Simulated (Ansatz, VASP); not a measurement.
# Co (Co strained to the junction's net): VASP beside Ansatz

One calculation is typed for both programs; each brings its own data sets. How far apart do they land? The structure shown is the end of the Ansatz relaxation below.

Main program and level: Ansatz 0.2.0; plane waves, with VASP 6.6.1 beside it; single point at PBE.

### 1. Starting point

Symmetry: P6_3/mmc, No. 194, hexagonal system. Conventional cell: a = 2.524 Å, b = 2.524 Å, c = 4.009 Å, α = 90.00°, β = 90.00°, γ = 120.00°. Nearest to Co lie 12 Co at 2.48 to 2.52 Å.

### 2. Ansatz: relaxation, PBE

Ansatz runs on its default PAW (the set named soft_2) files.

This run makes the geometry at which the two programs are then compared.

The input, input.yaml:

```yaml
crystal:
  lattice:
    - [2.524, 0.0, 0.0]
    - [-1.262, 2.1858481192, 0.0]
    - [0.0, 0.0, 3.9914803213]
  atoms:
    - { symbol: Co, position: [0.0, 0.0, 0.0], spin: 1.7 }
    - { symbol: Co, position: [0.3333333333, 0.6666666667, 0.5], spin: 1.7 }
magnetization:
  spin_polarized: true
kpoints:
  mp_grid: { grid: [18, 18, 8] }
scf:
  occupations: { method: fermi_dirac, width: 0.1 }
  max_iter: 150
hamiltonian:
  xc: pbe
relax:
  f_tol: 0.01
  max_steps: 40
  cell: { fix: [a, b, angles] }
```

Launch:

```sh
> ansatz run input.yaml --threads 4 --pin off --max-ram 12288MiB --backend cpu --events-out ev --progress --plain --runs-dir out
```

Numbers of over 12 decimals in the logs are rounded to 6 here.

The program printed:

```text
Engine: ansatz 0.2.0, aarch64-unknown-linux-gnu
Pseudopotentials: kind: paw
Pseudopotential: Co, paw, valence charge 17, recommended cutoff 420 eV (normal), Co.paw.azcp
Functional definition: PBE
  parameter kappa = 0.804
  parameter beta = 0.066725
  exchange = pbe_x(kappa = kappa, mu = beta*pi^2/3)
  correlation = pbe_c(beta = beta)
Crystal: 2 atoms, lattice volume = 22.021 Å³
Basis set: ecut = 420 eV, 439 PW (Γ), exchange–correlation on 36×36×54 points (8 copies of the dense FFT grid, shifted against one another)
Bands: 23, of which v1, the nominal top of the filled ones, is band 17 counted from 1 (16 counted from 0)
Symmetry: 24 space group operations
Space group: P63/mmc (ITA 194), of the structure as read, at distance tolerance 2.8e-5 Å
Magnetic group: BNS 194.263 (UNI 1493), of the structure as read, at distance tolerance 2.8e-5 Å
k-points: 185 of 2592
Non-local potential: Co, projectors of the file, l = 0: 3, l = 1: 2, l = 2: 3, l = 3: 1
PAW form: soft (Blöchl's): semilocal exchange-correlation on the pseudo side does not see the compensation charge
PAW one-centre angular grid: Co, 590 points (default); XC on 64 Gauss nodes
Initial density: superposition of atomic densities (chi_scale 0.1, normalization cell)
Starting moments: Σ|m| = 3.4 μB on 2 of 2 sites
Initial wavefunctions: pseudopotential atomic-orbital guess
Functional: x = pbe(κ = 0.804, μ = 0.219515), c = pbe(β = 0.066725)
SCF iter   1: F=—  HF=-10251.689077 eV  |F-HF|=—  |Δ(HF+E_count)|=         —  Δρ=9.95e-2 (↑3.37e-2 ↓9.95e-2)  dr2=2.25e0  dr2_m=2.24e-1  M=3.257 μB ∫|m|=3.394 μB  β_m=0.30  ethr=3.10e-3  ⟨swp⟩=4.9  Hψ=31161  notcnv=0
Mixer restart at iter 1: flushing history
preconditioner: auto → none  [metal: Δε(μ)=0.009 eV  Ē_g=8.959 eV  σ=0.100 eV  W_gap=0.02  n_scr=8 (ndim 8)  ℏωp=33.6 eV  f_vac=0.000  D(μ)=2.07/eV (n_scr^D=22)  sad-step TF]
SCF iter   2: F=—  HF=-10251.000096 eV  |F-HF|=—  |Δ(HF+E_count)|=   6.89e-1  Δρ=4.47e-2 (↑2.11e-2 ↓4.47e-2)  dr2=1.42e-1  dr2_m=2.05e-1  M=3.304 μB ∫|m|=3.482 μB  β_m=0.37  ethr=3.10e-3  ⟨swp⟩=2.7  Hψ=16209  notcnv=0  defer=37
SCF iter   3: F=—  HF=-10251.639313 eV  |F-HF|=—  |Δ(HF+E_count)|=         —  Δρ=3.14e-2 (↑3.14e-2 ↓2.11e-2)  dr2=1.13e-2  dr2_m=1.36e-1  M=3.362 μB ∫|m|=3.601 μB  β_m=0.37  ethr=4.18e-4  ⟨swp⟩=2.0  Hψ=10750  notcnv=0  defer=37
Mixer restart at iter 3: flushing history
SCF iter   4: F=—  HF=-10251.963282 eV  |F-HF|=—  |Δ(HF+E_count)|=   3.24e-1  Δρ=2.01e-2 (↑2.01e-2 ↓1.04e-2)  dr2=1.08e-2  dr2_m=4.66e-2  M=3.322 μB ∫|m|=3.589 μB  β_m=0.64  ethr=3.32e-5  ⟨swp⟩=2.4  Hψ=16746  notcnv=0  defer=37
SCF iter   5: F=—  HF=-10252.304658 eV  |F-HF|=—  |Δ(HF+E_count)|=   3.41e-1  Δρ=2.25e-3 (↑2.11e-3 ↓2.25e-3)  dr2=1.59e-3  dr2_m=4.96e-4  M=3.241 μB ∫|m|=3.564 μB  β_m=0.82  ethr=3.16e-5  ⟨swp⟩=2.0  Hψ=17522  notcnv=0  defer=37
SCF iter   6: F=—  HF=-10252.323052 eV  |F-HF|=—  |Δ(HF+E_count)|=   1.84e-2  Δρ=5.45e-3 (↑5.15e-3 ↓5.45e-3)  dr2=1.40e-2  dr2_m=4.73e-5  M=3.224 μB ∫|m|=3.559 μB  β_m=0.54  ethr=4.69e-6  ⟨swp⟩=2.0  Hψ=16182  notcnv=0  defer=37  recentre
SCF iter   7: F=—  HF=-10252.321669 eV  |F-HF|=—  |Δ(HF+E_count)|=   1.38e-3  Δρ=9.10e-4 (↑7.59e-4 ↓9.10e-4)  dr2=3.33e-4  dr2_m=3.02e-5  M=3.223 μB ∫|m|=3.558 μB  β_m=0.77  ethr=4.69e-6  ⟨swp⟩=2.0  Hψ=15530  notcnv=0  defer=37
SCF iter   8: F=—  HF=-10252.323243 eV  |F-HF|=—  |Δ(HF+E_count)|=   1.57e-3  Δρ=7.40e-4 (↑4.69e-4 ↓7.40e-4)  dr2=1.89e-4  dr2_m=8.48e-6  M=3.217 μB ∫|m|=3.556 μB  β_m=0.88  ethr=9.78e-7  ⟨swp⟩=2.0  Hψ=11808  notcnv=0  defer=37
SCF iter   9: F=—  HF=-10252.323402 eV  |F-HF|=—  |Δ(HF+E_count)|=   1.59e-4  Δρ=2.55e-5 (↑1.72e-5 ↓2.55e-5)  dr2=2.07e-7  dr2_m=5.42e-9  M=3.214 μB ∫|m|=3.555 μB  β_m=0.85  ethr=5.55e-7  ⟨swp⟩=2.1  Hψ=12121  notcnv=0  defer=37
SCF iter  10: F=—  HF=-10252.323403 eV  |F-HF|=—  |Δ(HF+E_count)|=   3.69e-7  Δρ=7.90e-6 (↑7.90e-6 ↓5.70e-6)  dr2=5.89e-9  dr2_m=9.89e-10  M=3.214 μB ∫|m|=3.555 μB  β_m=0.78  ethr=6.10e-10  ⟨swp⟩=2.3  Hψ=14819  notcnv=0  defer=37
SCF iter  11: F=-10252.323403 eV  HF=-10252.323403 eV  |F-HF|=1.31e-9  |Δ(HF+E_count)|=  6.38e-10  Δρ=3.44e-6 (↑3.44e-6 ↓3.03e-6)  dr2=1.96e-9  dr2_m=1.22e-10  M=3.214 μB ∫|m|=3.555 μB  ethr=1.73e-11  ⟨swp⟩=1.6  Hψ=23719  notcnv=0
SCF 1 converged in 11 iterations: F = -10252.323403 eV  dr2 = 1.96e-9
  greatest PAW one-centre occupation: 1.001 electrons in one spin orbital (limit 2), on the Co atom at site 1 (counted from 0), in its partial waves of l = 1
relax step   1: F+E_penalty+E_count = -10252.32340271 eV  Δ(F+E_penalty+E_count) = +0.000e0 eV  max|allowed force component| = 4.163e-17 eV/Å  Δτ_max = 0.0000 Å  P = -2.706 GPa  Ω = 22.021 Å³  fix = [a, b, alpha, beta, gamma]  reactions: a -4.914, b -4.914 GPa  (11 SCF iters, dr2 threshold 1.00e-7 eV, accepted)
[...]
relax step   2: F+E_penalty+E_count = -10252.32371191 eV  Δ(F+E_penalty+E_count) = -3.092e-4 eV  max|allowed force component| = 1.850e-17 eV/Å  Δτ_max = 0.0000 Å  P = -3.120 GPa  Ω = 22.065 Å³  energy of the carried Pulay correction = -4.920e-5 eV  fix = [a, b, alpha, beta, gamma]  reactions: a -5.136, b -5.136 GPa  (6 SCF iters, dr2 threshold 2.00e-7 eV, accepted)
[...]
relax step   3: F+E_penalty+E_count = -10252.32380002 eV  Δ(F+E_penalty+E_count) = -8.811e-5 eV  max|allowed force component| = 1.850e-17 eV/Å  Δτ_max = 0.0000 Å  P = -3.588 GPa  Ω = 22.115 Å³  energy of the carried Pulay correction = -1.055e-4 eV  fix = [a, b, alpha, beta, gamma]  reactions: a -5.388, b -5.388 GPa  (6 SCF iters, dr2 threshold 2.00e-7 eV, accepted)
[...]
relax step   4: F+E_penalty+E_count = -10252.32391135 eV  Δ(F+E_penalty+E_count) = -1.113e-4 eV  max|allowed force component| = 2.776e-17 eV/Å  Δτ_max = 0.0000 Å  P = -3.582 GPa  Ω = 22.115 Å³  fix = [a, b, alpha, beta, gamma]  reactions: a -5.385, b -5.385 GPa  stress off target by 2.53e-2 GPa on what of the cell is left free  SCF on the basis re-selected at this cell (its energy is not comparable with the rows above)  (7 SCF iters)
basis re-selected at this cell: Δ(F+E_penalty+E_count) = -1.113e-4 eV, ΔP = +0.007 GPa vs the last step (what re-selecting the basis moved, of the pressure what is left beyond the Pulay correction that the steps carried, after the strain that the cell walked since its last selection, with what the two solves' SCF thresholds leave and, on support functions, any second-order correction that the steps lacked; it is no m [...]
SCF converged after 7 iterations
Magnetization: 3.2232 μB (18.6116 up, 15.3884 down)
Absolute magnetization: 3.5666 μB (∫|ρ↑−ρ↓|, with the PAW one-centre terms)
Spin contamination: 0.0595 ħ² per cell (⟨S²⟩ above its minimum at these occupations)
Per-site moments (μB) at R_I (Å): [(1.690746, 1.022185), (1.690746, 1.022185)]
Free energy (F): -10252.323911 eV
Harris-Foulkes:  -10252.323911 eV  (|F-HF|=3.64e-12)
Internal energy: -10252.262804 eV  (E = F + TS)
E sigma→0 (E₀):  -10252.293357 eV
Entropy (-TS):   -0.061108 eV (-30.554 meV/atom)
Fermi energy:    18.274020 eV
--- Per-component energies (eV) ---
  E_band       = -501.189959
  E_kinetic    = 906.169810
  E_local      = -5720.425095  (includes V_loc(G=0)·N_el)
  E_nonlocal   = 908.459634
  E_hartree    = 2395.664175
  E_xc         = -317.593317
  E_vxc        = -409.803690  (∫ρ·V_xc dr)
  E_paw        = -3030.268122  (= ΣΔE_a)
  E_vpaw       = -976.919260  (= ΣTr[D̂ρ^β])
  E_aug_tail   = 0.000148  (compensation charges beyond the density's cutoff)
  E_ewald      = -5394.270036
  E_smearing   = -0.061108  (= −TS)
  E_closure    = -0.000000  (closes the sum)
  Σ components = -10252.323911   (vs F -10252.323911, Δ=0.00e0)
--- Forces (eV/Å), atoms counted from 1 ---
  atom   1  Co     0.00000000     0.00000000     0.00000000
  atom   2  Co     0.00000000    -0.00000000     0.00000000
  max |Σ_I F_I| component: 1.16e-17 eV/Å
--- Stress (GPa, compression-positive) ---
       -5.384922       0.000000       0.000000
        0.000000      -5.384922       0.000000
        0.000000       0.000000       0.025271
  P = ⅓ Tr σ = -3.5815 GPa (-35.815 kbar)
--- Relaxed structure (3 steps of the walk, 3 accepted, 1 SCFs on fresh bases) ---
  F+E_penalty+E_count = -10252.32391135 eV   max|allowed force component| = 2.776e-17 eV/Å   (the final SCF, on the basis selected at the relaxed cell)
  cell:  # Å, volume = 22.1154 Å³
    - [2.524000, 0, 0.0]
    - [-1.262000, 2.185848, 0.0]
    - [0.0, 0.0, 4.008531]
  atoms:
    - { symbol: Co, position: [9.25185853962003e-18, -5.08852219630634e-17, 0.0] }
    - { symbol: Co, position: [0.333333, 0.666667, 0.5] }
```

In the SCF lines HF is the Harris–Foulkes energy and dr2 the Hartree energy of the density residual, in eV; the loop may stop once dr2 is under the threshold and the program's other checks hold. Hψ counts applications of the Hamiltonian.

### 3. VASP: single point, PBE

The same cell, functional, mesh and smearing now go to VASP, with its own data sets.

Lines of VASP's logs that name or quote its potential files are left out, and so is its time.

The input, INCAR:

```
SYSTEM = Co
PREC = Accurate
ENCUT = 600
EDIFF = 1E-06
NELM = 200
ISMEAR = -1
SIGMA = 0.1
LREAL = .FALSE.
ALGO = Normal
GGA = PE
NBANDS = 18
ISPIN = 2
MAGMOM = 1.69 1.69
LASPH = .TRUE.
LMAXMIX = 4
LORBIT = 11
LWAVE = .FALSE.
LCHARG = .FALSE.
ISIF = 2
GGA_COMPAT = .FALSE.
```

The input, POSCAR:

```
Co
1.0
    2.5240000000      0.0000000000      0.0000000000
   -1.2620000000      2.1858481192      0.0000000000
    0.0000000000      0.0000000000      4.0085313568
Co
2
Direct
    0.0000000000      0.0000000000      0.0000000000
    0.3333333333      0.6666666667      0.5000000000
```

The input, KPOINTS:

```
Automatic mesh
0
Gamma
18 18 8
0 0 0
```

Potentials, in the order of the species: Co (PBE family, release 64).

Launch:

```sh
> mpirun -np 1 vasp_std
```

The program printed:

```text
[banner, memory and clock lines left out]
running    1 mpi-ranks, on    1 nodes
 distrk:  each k-point on    1 cores,    1 groups
 distr:  one band on    1 cores,    1 groups

 POSCAR found type information on POSCAR Co
 POSCAR found :  1 types and       2 ions
 LDA part: xc-table for (Slater+PW92), standard interpolation
 POSCAR, INCAR and KPOINTS ok, starting setup
 FFT: planning ... GRIDC
 FFT: planning ... GRID_SOFT
 FFT: planning ... GRID
 WAVECAR not read
 entering main loop
       N       E                     dE             d eps       ncg     rms          rms(c)
DAV:   1     0.901273775034E+02    0.90127E+02   -0.84252E+03 13912   0.142E+03
DAV:   2    -0.122825592394E+02   -0.10241E+03   -0.93118E+02 13346   0.241E+02
DAV:   3    -0.161732453815E+02   -0.38907E+01   -0.37531E+01 14768   0.609E+01
DAV:   4    -0.162396302642E+02   -0.66385E-01   -0.66324E-01 17334   0.657E+00
DAV:   5    -0.162411643535E+02   -0.15341E-02   -0.15339E-02 15378   0.883E-01    0.145E+01
DAV:   6    -0.145622264812E+02    0.16789E+01   -0.95062E+00 14190   0.640E+01    0.755E+00
DAV:   7    -0.141186430270E+02    0.44358E+00   -0.15376E+00 15268   0.239E+01    0.371E+00
DAV:   8    -0.141041997069E+02    0.14443E-01   -0.19544E-02 17340   0.143E+00    0.180E+00
DAV:   9    -0.140892979342E+02    0.14902E-01   -0.38145E-03 20656   0.107E+00    0.589E-01
DAV:  10    -0.140895291533E+02   -0.23122E-03   -0.62010E-04 17940   0.340E-01    0.275E-01
DAV:  11    -0.140895043442E+02    0.24809E-04   -0.22929E-04 18750   0.246E-01    0.284E-02
DAV:  12    -0.140895016558E+02    0.26883E-05   -0.16224E-05 14066   0.377E-02    0.165E-02
DAV:  13    -0.140895003841E+02    0.12717E-05   -0.21036E-06 12250   0.202E-02    0.108E-02
DAV:  14    -0.140895004142E+02   -0.30030E-07   -0.89410E-07  9334   0.948E-03
   1 F= -.14089500E+02 E0= -.14058573E+02  d E =-.618546E-01  mag=     3.2078
```

From OUTCAR (step 3):

```text
ion  position               nearest neighbor table
   1  0.000  0.000  0.000-   2 2.48   2 2.48   2 2.48   2 2.48   2 2.48   2 2.48
   2  0.333  0.667  0.500-   1 2.48   1 2.48   1 2.48   1 2.48   1 2.48   1 2.48

  LATTYP: Found a hexagonal cell.
 ALAT       =     2.5240000000
 C/A-ratio  =     1.5881661477

 Subroutine GETGRP returns: Found 24 space group operations
 (whereof 12 operations were pure point group operations)

The static configuration has the point symmetry D_3h.
 The point group associated with its full space group is D_6h.

 Found    185 irreducible k-points:

   k-points           NKPTS =    185   k-points in BZ     NKDIM =    185   number of bands    NBANDS=     18

   dimension x,y,z NGX =    20 NGY =   20 NGZ =   32
   dimension x,y,z NGXF=    40 NGYF=   40 NGZF=   64

   ENCUT  =  600.0 eV  44.10 Ry    6.64 a.u.   5.04  5.04  8.01*2*pi/ulx,y,z

   NELECT =      18.0000    total number of electrons

 k-points in reciprocal lattice and weights: Automatic mesh
   0.00000000  0.00000000  0.00000000       0.000
   0.05555556  0.00000000  0.00000000       0.002
   0.11111111  0.00000000  0.00000000       0.002
   0.16666667  0.00000000  0.00000000       0.002
   0.22222222  0.00000000  0.00000000       0.002
   0.27777778 -0.00000000  0.00000000       0.002
   0.33333333  0.00000000  0.00000000       0.002
   0.38888889  0.00000000  0.00000000       0.002
   0.44444444  0.00000000  0.00000000       0.002
[...]
0.33333333  0.27777778  0.50000000       0.005
   0.33333333  0.33333333  0.50000000       0.001

 average (electrostatic) potential at core
       1 -78.5445       2 -78.5445

 E-fermi :   9.9869

 spin component 1
 k-point     1 :       0.0000    0.0000    0.0000
  band No.  band energies     occupation
    ...
      7       7.7452      1.00000
      8       8.0149      1.00000
      9       8.0149      1.00000
     10       9.1503      0.99977
     11       9.1503      0.99977
     12      10.1313      0.19103
     13      16.4455      0.00000
     14      31.5672      0.00000
     15      33.7901      0.00000
     16      33.7901      0.00000
    ...

 k-point     2 :       0.0556    0.0000    0.0000
  band No.  band energies     occupation
    ...
      7       7.7875      1.00000
      8       7.9653      1.00000
      9       7.9834      1.00000
     10       8.7377      1.00000
     11       9.1648      0.99973
     12      10.6685      0.00110
     13      16.4645      0.00000
     14      30.6990      0.00000
     15      32.3655      0.00000
     16      32.5623      0.00000
    ...

 k-point     3 :       0.1111    0.0000    0.0000
  band No.  band energies     occupation
    ...
      7       7.7742      1.00000
      8       7.8974      1.00000
      9       7.9105      1.00000
     10       8.2627      1.00000
     11       9.2019      0.99961
     12      11.6003      0.00000
     13      16.5258      0.00000
     14      28.3668      0.00000
     15      30.9403      0.00000
     16      31.6210      0.00000
    ...

 k-point     4 :       0.1667    0.0000    0.0000
  band No.  band energies     occupation
    ...
      7       7.8357      1.00000
      8       7.9618      1.00000
      9       8.0507      1.00000
     10       8.1034      1.00000
     11       9.2487      0.99938
     12      12.6617      0.00000
     13      16.6406      0.00000
     14      25.8149      0.00000
     15      29.4089      0.00000
     16      31.0530      0.00000
    ...

 k-point     5 :       0.2222    0.0000    0.0000
  band No.  band energies     occupation
    ...
      7       7.9212      1.00000
      8       8.1198      1.00000
      9       8.2099      1.00000
     10       8.3481      1.00000
     11       9.2942      0.99902
     12      13.8172      0.00000
     13      16.8183      0.00000
     14      23.3420      0.00000
     15      28.0161      0.00000
     16      30.3819      0.00000
    ...

 k-point     6 :       0.2778   -0.0000    0.0000
  band No.  band energies     occupation
    ...
      7       7.8082      1.00000
      8       8.4357      1.00000
      9       8.5432      1.00000
     10       8.6210      1.00000
     11       9.3325      0.99856
     12      15.0527      0.00000
     13      17.0234      0.00000
     14      21.0813      0.00000
     15      26.7931      0.00000
     16      28.7914      0.00000
    ...

  Total       -0.8307045     -0.8307045     -0.1250117      0.0000000     -0.0000000      0.0000000
  in kB      -60.1814322    -60.1814322     -9.0566293      0.0000000     -0.0000000      0.0000000
  external PRESSURE =     -43.1398312 kB  Pullay stress =       0.0000000 kB

  energy-cutoff  :      600.00
  volume of cell :       22.12
      direct lattice vectors                 reciprocal lattice vectors
     2.524000000  0.000000000  0.000000000     0.396196513  0.228744164  0.000000000
    -1.262000000  2.185848119  0.000000000     0.000000000  0.457488327  0.000000000
     0.000000000  0.000000000  4.008531357     0.000000000  0.000000000  0.249467925

 POSITION                                       TOTAL-FORCE (eV/Angst)
 -----------------------------------------------------------------------------------
      0.00000      0.00000      0.00000         0.000000     -0.000000      0.000000
     -0.00000      1.45723      2.00427        -0.000000      0.000000      0.000000
 -----------------------------------------------------------------------------------
    total drift:                                0.000000     -0.000000     -0.000000

  FREE ENERGIE OF THE ION-ELECTRON SYSTEM (eV)
  ---------------------------------------------------
  free  energy   TOTEN  =       -14.0895004142 eV

  energy  without entropy=      -14.0276457738  energy(sigma->0) =      -14.05857309

 total charge
# of ion       s       p       d       tot
------------------------------------------
    1        0.480   0.504   7.253   8.238
    2        0.480   0.504   7.253   8.238
--------------------------------------------------
tot          0.961   1.008  14.507  16.476

 magnetization (x)
# of ion       s       p       d       tot
------------------------------------------
    1       -0.015  -0.054   1.697   1.628
    2       -0.015  -0.054   1.697   1.628
--------------------------------------------------
tot         -0.030  -0.109   3.394   3.256

[... 6 further parts left out ...]
```

The magnetic state follows from one typed start and may not be the lowest.

### 4. Differences

Known differences besides the potentials themselves: VASP starts from the moments at which Ansatz ended; the data sets hold 34 valence electrons in Ansatz (on its default PAW (the set named soft_2) files) and 18 in VASP; the cutoff is 420 eV in Ansatz and 600 eV in VASP; Ansatz's pressure holds a Pulay correction, VASP's none; site moments are counted in spheres of each program's own size. Total energies have different zeros and are not compared.

The two programs side by side:

```csv
quantity,Ansatz,VASP,difference
pressure (GPa),-3.58,-4.31,+0.73
total moment (μB),3.22,3.21,+0.02
moment on Co1 (μB),1.69,1.63,+0.06
moment on Co2 (μB),1.69,1.63,+0.06
```

### 5. What came out

| Property | Result |
| --- | --- |
| difference in total moment (single point, PBE) | 0.015 μB |
| difference in pressure (single point, PBE) | 0.73 GPa |

**Reading.** The difference in pressure is 0.73 GPa (single point, PBE), within the 1 GPa picked in this series as the mark of a large difference. The data sets hold unlike numbers of valence electrons (34 in Ansatz and 18 in VASP), so part of the differences comes from the potentials. How closely two codes agree says nothing of how well the functional describes the real material.

[Lines on the potential files, build, host, timing and source positions are cut from VASP's logs without a mark.]

[Logs are printed without paths, hosts, clocks, repeated set-up lines and the standing remarks that a program may print on its own settings, such as how far it seeks lower states.]

[Hosts, paths, dates, database ids (printed as entryN), source tags and the programs' standing remarks are cut or masked in the printed files.]
